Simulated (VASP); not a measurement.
Method: PBE GGA + U (Dudarev), VASP's PBE PAW potentials (set 64) (plane waves; VASP 6.6.1).

A VASP calculation is set up with these files.

**KPOINTS**
```
Automatic mesh
0
gamma
8 8 8
0 0 0
```

### INCAR
```
LDAU  =  .TRUE.
LDAUU  =  3.0 3.0
ALGO  =  Normal   ! blocked Davidson
ISIF  =  2
GGA  =  PE   ! PBE
LDAUPRINT  =  1
NELM  =  100
LORBIT  =  10
PREC  =  Accurate
ENCUT  =  400   ! plane-wave cut-off (eV)
SIGMA  =  0.1   ! width (eV)
LDAUJ  =  0 0
ISPIN  =  2   ! spin-polarised
MAGMOM  =  3.0 3*0.7
LMAXMIX  =  4   ! l cut-off of mixed one-centre charges
LREAL  =  .FALSE.   ! projection in real space or not
LDAUL  =  2 2
EDIFF  =  1E-6
SYSTEM  =  Ni3Fe
ISMEAR  =  1   ! Methfessel-Paxton
LASPH  =  .TRUE.   ! aspherical one-centre terms
LWAVE  =  .FALSE.
LCHARG  =  .FALSE.
LDAUTYPE  =  2   ! Dudarev
```

POSCAR:
```
Ni3Fe
1.0
  3.5500000000   0.0000000000   0.0000000000
  0.0000000000   3.5500000000   0.0000000000
  0.0000000000   0.0000000000   3.5500000000
Fe Ni
1 3
Cart
  0.0000000000   0.0000000000   0.0000000000
  0.0000000000   1.7750000000   1.7750000000
  1.7750000000   0.0000000000   1.7750000000
  1.7750000000   1.7750000000   0.0000000000
```

POTCAR, in this order: Fe Ni (PBE.64 set). Program: vasp_std.

### Question
Predict the energy per atom (σ→0), cell moment, pressure, band gap (on the k-mesh).

### Answer

```json
{
 "energy per atom (σ→0)": "-4.324 eV/atom",
 "cell_moment": "5.29 μB",
 "band gap (on the k-mesh)": "none (metal, semimetal or under 0.01 eV)",
 "pressure": "-3.23 GPa"
}
```

File OSZICAR:
```
...
DAV:  12    -0.172923728020E+02   -0.79567E-03   -0.86575E-03  5082   0.264E+00    0.459E-01
DAV:  13    -0.172946383144E+02   -0.22655E-02   -0.39900E-03  5216   0.684E-01    0.151E-01
DAV:  14    -0.172955684009E+02   -0.93009E-03   -0.99729E-04  5654   0.525E-01    0.775E-02
DAV:  15    -0.172956217041E+02   -0.53303E-04   -0.27094E-04  4038   0.170E-01    0.361E-02
DAV:  16    -0.172956358633E+02   -0.14159E-04   -0.23486E-05  5052   0.591E-02    0.108E-02
DAV:  17    -0.172956373195E+02   -0.14562E-05   -0.68442E-06  3630   0.342E-02    0.532E-03
DAV:  18    -0.172956378647E+02   -0.54523E-06   -0.80490E-07  1964   0.120E-02
   1 F= -.17295638E+02 E0= -.17295163E+02  d E =-.142500E-02  mag=     5.2944
```

The compound is Ni3Fe in the L1_2 structure. The cell was not relaxed at this level. The run is one of a series of settings (LDAU = .TRUE., LDAUJ = 0 0, LDAUL = 2 2, LDAUTYPE = 2, LDAUU = 3.0 3.0 against the base run), some of them coarse on purpose.
